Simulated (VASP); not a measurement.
Output of a VASP run:

**OSZICAR**
```
       N       E                     dE             d eps       ncg     rms          rms(c)
DAV:   1     0.103895292270E+04    0.10390E+04   -0.37604E+04   124   0.117E+03
DAV:   2     0.422877224363E+02   -0.99667E+03   -0.94732E+03   130   0.421E+02
DAV:   3    -0.108304154520E+03   -0.15059E+03   -0.14744E+03   138   0.171E+02
DAV:   4    -0.116449776515E+03   -0.81456E+01   -0.80775E+01   144   0.407E+01
DAV:   5    -0.116854140475E+03   -0.40436E+00   -0.40380E+00   162   0.799E+00    0.652E+01
DAV:   6    -0.108151294950E+03    0.87028E+01   -0.13489E+02   186   0.731E+01    0.302E+01
DAV:   7    -0.104670579120E+03    0.34807E+01   -0.68219E+01   162   0.714E+01    0.312E+01
DAV:   8    -0.100591874122E+03    0.40787E+01   -0.10442E+01   136   0.199E+01    0.890E+00
DAV:   9    -0.100030089675E+03    0.56178E+00   -0.44171E+00   146   0.928E+00    0.296E+00
DAV:  10    -0.100020162425E+03    0.99272E-02   -0.41725E-01   152   0.366E+00    0.192E+00
DAV:  11    -0.100010132155E+03    0.10030E-01   -0.47454E-02   144   0.161E+00    0.112E+00
DAV:  12    -0.100006545728E+03    0.35864E-02   -0.34592E-02   136   0.128E+00    0.433E-01
DAV:  13    -0.100005594233E+03    0.95149E-03   -0.53457E-03   130   0.549E-01    0.261E-01
DAV:  14    -0.100005613319E+03   -0.19086E-04   -0.10684E-03   176   0.175E-01    0.710E-02
DAV:  15    -0.100005567104E+03    0.46215E-04   -0.37896E-04   168   0.120E-01    0.586E-02
DAV:  16    -0.100005557027E+03    0.10078E-04   -0.51656E-05   152   0.455E-02    0.169E-02
DAV:  17    -0.100005557050E+03   -0.23487E-07   -0.72294E-06   144   0.129E-02
   1 F= -.10000556E+03 E0= -.10000556E+03  d E =-.697064E-15
```

**OUTCAR**
```
------------------------ aborting loop because EDIFF is reached ----------------------------------------
  FORCE on cell =-STRESS in cart. coord.  units (eV):
  Direction    XX          YY          ZZ          XY          YZ          ZX
  --------------------------------------------------------------------------------------
  Total      -95.2151901    -94.1227289   -100.0750192     -0.6104652      0.3490191      0.1779158
  in kB    -1003.1959541   -991.6856837  -1054.3995584     -6.4319171      3.6772976      1.8745375
  external PRESSURE =   -1016.4270654 kB  Pullay stress =       0.0000000 kB
  volume of cell :      152.07
      direct lattice vectors                 reciprocal lattice vectors
    -2.561055000  2.561055000  5.796065000     0.000000000  0.195232043  0.086265423
     2.561055000 -2.561055000  5.796065000     0.195232043  0.000000000  0.086265423
     2.561055000  2.561055000 -5.796065000     0.195232043  0.195232043  0.000000000
 POSITION                                       TOTAL-FORCE (eV/Angst)
 -----------------------------------------------------------------------------------
      0.01117      0.00775      5.77619        -0.951719     -0.312454      0.912539
      2.58630      0.00844      2.90223        -0.754247     -0.654412     -0.158537
      0.00518      0.00560      0.01268         0.148213      0.059495      0.011908
      0.00421      2.54498      2.87548         0.126634      0.107328      0.057843
      3.26585      1.29173     -0.93473        -0.027026      0.274943     -0.317479
      3.82737      0.73627      1.96920         0.262347      0.055452     -0.526582
     -0.72834      1.30807      4.89016         0.219046     -0.424643     -0.412795
      1.29295     -0.70883      1.99361         0.198425     -0.101266     -0.490945
      1.83806      1.24358      3.81754        -0.068490      0.225361      0.781986
      1.26124      1.82239      0.94820         1.063841      0.597111     -0.544060
      3.27540     -1.28839      3.81527         0.115661      0.184877      0.433802
      1.28799      0.71158      6.71057        -0.332685     -0.011791      0.252321
 -----------------------------------------------------------------------------------
    total drift:                               -0.000997     -0.002069      0.001376
  FREE ENERGIE OF THE ION-ELECTRON SYSTEM (eV)
  ---------------------------------------------------
  free  energy   TOTEN  =      -100.0055570502 eV

  energy  without entropy=     -100.0055570502  energy(sigma->0) =     -100.00555705
```
(Selected blocks of OUTCAR.)

**POSCAR**
```
VBiO4
1
   -2.5610550000     2.5610550000     5.7960650000
    2.5610550000    -2.5610550000     5.7960650000
    2.5610550000     2.5610550000    -5.7960650000
V Bi O
2 2 8
Direct
  0.4997990000   0.5004660000   0.0036940000
  0.2520100000   0.7552910000   0.5065770000
  0.0021860000   0.0021040000   0.0021030000
  0.7449160000   0.2488760000   0.4976830000
  0.1715530000   0.5569640000   0.8897870000
  0.3136170000   0.9171000000   0.8909690000
  0.6772290000   0.2796570000   0.1131820000
  0.0335940000   0.4244050000   0.1140390000
  0.5721080000   0.6881690000   0.6016340000
  0.4375850000   0.3280310000   0.6020230000
  0.0775910000   0.9685900000   0.3879290000
  0.7178130000   0.8303470000   0.3903790000
```

**Question.** Write an INCAR and KPOINTS that could have produced this output.

**Answer.** Several could match; the one computed here: the input of the run itself, PBEsol GGA, plane waves, VASP's PBE PAW potentials (set 64).

**INCAR**
```
ALGO  =  Normal
EDIFF  =  1E-6
ENCUT  =  240
GGA  =  PS
ISIF  =  2
ISMEAR  =  0
LASPH  =  .True.
LCHARG  =  .False.
LMAXMIX  =  4
LREAL  =  .False.
LWAVE  =  .False.
NELM  =  100
PREC  =  Accurate
SIGMA  =  0.05
SYSTEM  =  VBiO4
```

### KPOINTS
```
Automatic mesh
0
Gamma
1 1 1
0.5 0.5 0.5
```

POTCAR, in this order: V_sv Bi_d O (PBE.64 set). Program: vasp_std.

At this cut-off the stress carries a Pulay error, which pulls relaxed volumes low.

The structure comes from a computed database's VBiO4 entry; how it stands against other phases isn't given here. The cell was not relaxed at this level, atoms are displaced from their ideal sites. The k-mesh is coarse (spacing up to 1.73 per Å, 2π included), so the numbers may not be converged in it. The run is one of a series of settings (ENCUT = 240, KPOINTS 1×1×1 Γ-centred mesh shifted by (0.5, 0.5, 0.5) against the base run), some of them coarse on purpose. The run is not spin-polarised, so no magnetic state was tried.
